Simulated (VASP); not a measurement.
Given:

```
CELL_PARAMETERS angstrom
     -1.41840     1.41840     1.41840
      1.41840    -1.41840     1.41840
      1.41840     1.41840    -1.41840
ATOMIC_POSITIONS crystal
  Cr 0.00000 0.00000 0.00000
```
Starting moments (μB, in the order of the record's atoms Cr): 3.0.

All values below come from PBE GGA, VASP's PBE PAW potentials (set 64) (plane waves; VASP 6.6.1). Run with 300 eV cut-off, 13×13×13 Γ-centred mesh, Fermi-Dirac smearing of 0.10 eV, potentials Cr_pv.

At this cut-off the stress carries a Pulay error, which pulls relaxed volumes low. The moments were started parallel, and other spin orders were not tried in this run.

Q: Give the stress tensor in GPa (positive for a compressed cell).

A: 
```
1.61  0.00  0.00
0.00  1.61  0.00
0.00  0.00  1.61
```
The pressure is its mean diagonal, 1.61 GPa.

The structure was generated: Cr was put into an ordered model structure, which need not be its known phase. The cell was not relaxed at this level.
